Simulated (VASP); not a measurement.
Ga2GeSe2:

```
CELL_PARAMETERS angstrom
-2.03100 6.07500 2.43600
2.03100 -6.07500 2.43600
2.03100 6.07500 -2.43600
ATOMIC_POSITIONS crystal
Ga 0.66849 0.01170 0.65679
Ga 0.35491 0.01170 0.34321
Ge 0.86474 0.36474 0.50000
Se 0.03293 0.18083 0.85210
Se 0.32873 0.18083 0.14790
```

The cell was built by a generator and needn't be a form met in nature.

```yaml
Program: VASP 6.6.1
Task: relaxation of cell and atoms
Functional: PBE
Potentials_or_basis: VASP PAW PBE potentials, release 64 (Ga_d, Ge_d, Se)
Cutoff: 520 eV
k_mesh: 10 × 10 × 10
Occupations: gaussian, width 0.1 eV
Spin: no spin polarisation
```

At the start: pressure 1.0 GPa; volume 24.04 Å³/atom.

Task: Where does the relaxation end?

Result: Over 30 steps the energy falls by 16.5 meV/atom and the volume is 24.13 Å³/atom (+0.4 %); space group Imm2 (No. 44, to 0.05 Å).

The path:
```
step  energy change (eV)  largest force (eV/Å)  pressure (GPa)  volume (Å³)
   1              0.0000                0.1672            0.96       120.22
   2             -0.0212                0.2439           -0.14       122.73
   3             -0.0232                0.2740           -0.56       123.76
   4             -0.0374                0.2227           -0.41       123.33
   5             -0.0591                0.0835           -0.02       122.02
   6             -0.0596                0.0897            0.03       121.77
   7             -0.0650                0.0947            0.03       121.80
   8             -0.0714                0.1541           -0.03       121.85
   9             -0.0751                0.1260           -0.06       121.80
  10             -0.0786                0.0768           -0.10       121.69
  11             -0.0788                0.0593           -0.11       121.65
  12             -0.0797                0.0560            0.01       121.29
  13             -0.0801                0.0655            0.15       120.87
  14             -0.0811                0.0522            0.03       121.02
  15             -0.0816                0.0428           -0.08       121.18
  16             -0.0816                0.0412           -0.11       121.23
  17             -0.0822                0.0205           -0.03       120.88
  18             -0.0823                0.0232            0.01       120.75
  19             -0.0824                0.0287            0.04       120.51
  20             -0.0824                0.0259           -0.01       120.66
  21             -0.0824                0.0271            0.03       120.58
  22             -0.0824                0.0267            0.00       120.62
  23             -0.0825                0.0165            0.04       120.58
  24             -0.0826                0.0144            0.06       120.53
  25             -0.0826                0.0119            0.00       120.65
  26             -0.0826                0.0109           -0.04       120.71
  27             -0.0826                0.0115           -0.01       120.69
  28             -0.0826                0.0113           -0.06       120.70
  29             -0.0826                0.0119           -0.04       120.70
  30             -0.0827                0.0090            0.01       120.67
```

Final structure:
```cif
data_structure
_symmetry_space_group_name_H-M 'P 1'
_symmetry_Int_Tables_number 1
_cell_length_a 7.0907
_cell_length_b 7.0907
_cell_length_c 7.0907
_cell_angle_alpha 146.729
_cell_angle_beta 51.654
_cell_angle_gamma 141.658
_cell_volume 120.67
loop_
_atom_site_label
_atom_site_type_symbol
_atom_site_fract_x
_atom_site_fract_y
_atom_site_fract_z
_atom_site_occupancy
Ga1 Ga 0.66536 0.01540 0.64995 1
Ga2 Ga 0.36545 0.01540 0.35005 1
Ge1 Ge 0.90051 0.40051 0.50000 1
Se1 Se 0.00332 0.15924 0.84408 1
Se2 Se 0.31516 0.15924 0.15592 1
```
